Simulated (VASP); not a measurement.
Set up this calculation in VASP 6.6.1, as the native input.

```yaml
Task: single point
Functional: PBE
Potentials_or_basis: VASP PAW PBE potentials, release 64 (Ga_d, As, Ir)
Cutoff: 520 eV
k_mesh: 8 × 8 × 8
Occupations: gaussian, width 0.1 eV
Spin: collinear spin, typed start
Starting_moments: "[0.0, 0.0, 0.0, 0.0, 0.43] μB"
Dipole_correction: no
Further_INCAR_settings: ALGO = Fast; EDIFF = 1e-06; NBANDS = 38
```

The structure of Ga3AsIr lies in POSCAR:

```
Ga3AsIr
1.0
    4.7981512749      0.0000000000      0.0000000000
    0.0000000000      4.7981512749      0.0000000000
    0.0000000000      0.0000000000      4.7981512749
Ga As Ir
3 1 1
Direct
    0.5000000000      0.0000000000      0.0000000000
    0.0000000000      0.5000000000      0.0000000000
    0.0000000000      0.0000000000      0.5000000000
    0.0000000000      0.0000000000      0.0000000000
    0.5000000000      0.5000000000      0.5000000000
```

The cell was built by a generator and needn't be a form met in nature.

The cell isn't the ideal one: species swapped into the LaOsN3 type (Pm-3m, No. 221).

One way to write it, as run:

INCAR

```
PREC = Accurate
ENCUT = 520
EDIFF = 1E-6
ISMEAR = 0
SIGMA = 0.1
LREAL = F
LASPH = T
NELM = 150
ALGO = Fast
ISIF = 2
LWAVE = F
LCHARG = F
ISPIN = 2
MAGMOM = 0 0 0 0 0.43
LORBIT = 11
LMAXMIX = 4
GGA = PE
NBANDS = 38
```

KPOINTS

```
regular mesh
0
Gamma
  8 8 8
```

Potentials or basis: VASP PAW PBE potentials, release 64 (Ga_d, As, Ir).

Run with:

```console
$ cat potpaw_PBE.64/Ga_d/POTCAR potpaw_PBE.64/As/POTCAR potpaw_PBE.64/Ir/POTCAR > POTCAR
$ mpirun -np 1 vasp_std > vasp.out
```

Results of the run:

The pressure is 0.2 GPa and the band gap on the k mesh is none (metal or under the smearing width). The net moment is 0.00 μB per cell and the valence electrons inside the program's atomic spheres are Ga 11.54; As 2.94; Ir 7.65.

Run time: 2.5 min on 1 thread of Intel(R) Xeon(R) 6975P-C (Granite Rapids), with other jobs on the host, peak memory 0.4 GiB.
